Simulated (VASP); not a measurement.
VASP input:

INCAR:
```
ALGO = Normal
EDIFF = 1E-6
ENCUT = 400
GGA = PE
ISIF = 2
ISMEAR = 0
LASPH = T
LCHARG = F
LDAU = T
LDAUJ = 0 0
LDAUL = -1 2
LDAUPRINT = 1
LDAUTYPE = 2
LDAUU = 0 1.0
LMAXMIX = 6
LORBIT = 10
LREAL = F
LWAVE = F
NELM = 100
PREC = Accurate
SIGMA = 0.05
SYSTEM = PW
```

POSCAR:
```
PW
1
    1.9171090000    -5.0660280000     0.0000000000
    1.9171090000     5.0660280000     0.0000000000
    0.0000000000     0.0000000000     3.7780850000
P W
2 2
Direct
  0.5640000000   0.4360000000   0.2500000000
  0.4360000000   0.5640000000   0.7500000000
  0.8547500000   0.1452500000   0.2500000000
  0.1452500000   0.8547500000   0.7500000000
```

KPOINTS:
```
Automatic mesh
0
Gamma
6 6 5
0 0 0
```

POTCAR, in this order: P W_sv (PBE.64 set). Program: vasp_std.

Question: Write an equivalent input for Ansatz.

Answer: One equivalent input (not run):
Ansatz 0.2 input:
```yaml
crystal:
  lattice:
    - [1.9171090, -5.0660280, 0.0000000]
    - [1.9171090, 5.0660280, 0.0000000]
    - [0.0000000, 0.0000000, 3.7780850]
  atoms:
    - { symbol: P, position: [0.5640000, 0.4360000, 0.2500000] }
    - { symbol: P, position: [0.4360000, 0.5640000, 0.7500000] }
    - { symbol: W, position: [0.8547500, 0.1452500, 0.2500000] }
    - { symbol: W, position: [0.1452500, 0.8547500, 0.7500000] }
kpoints:
  mp_grid: { grid: [6, 6, 5] }
hamiltonian:
  xc: pbe
  pseudopotentials: { kind: paw }
  hubbard:
    sites:
      - { species: W, l: d, u_eff: 1 }
scf:
  occupations: { method: gaussian, width: 0.05 }
  max_iter: 100
output: { forces: true, stress: true, eigenvalues: true }
```
The two are equivalent in intent, not identical: each code has its own PAW files, so the cut-off isn't converted (ENCUT is set for VASP's; basis.ecutwfc is left out, and Ansatz then takes the one that its files recommend); Ansatz stops its SCF on the density residual and VASP on the energy change (EDIFF); the +U projectors differ, so the same U acts differently.

The structure was generated: PW was put into the CrB type (Cmcm), which need not be its known phase. The cell was not relaxed at this level. The k-mesh is coarse (spacing up to 0.33 per Å, 2π included), so the numbers may not be converged in it. The run is one of a series of settings (LDAU = .TRUE., LDAUJ = 0 0, LDAUL = -1 2, LDAUTYPE = 2, LDAUU = 0 1.0 against the base run), some of them coarse on purpose.
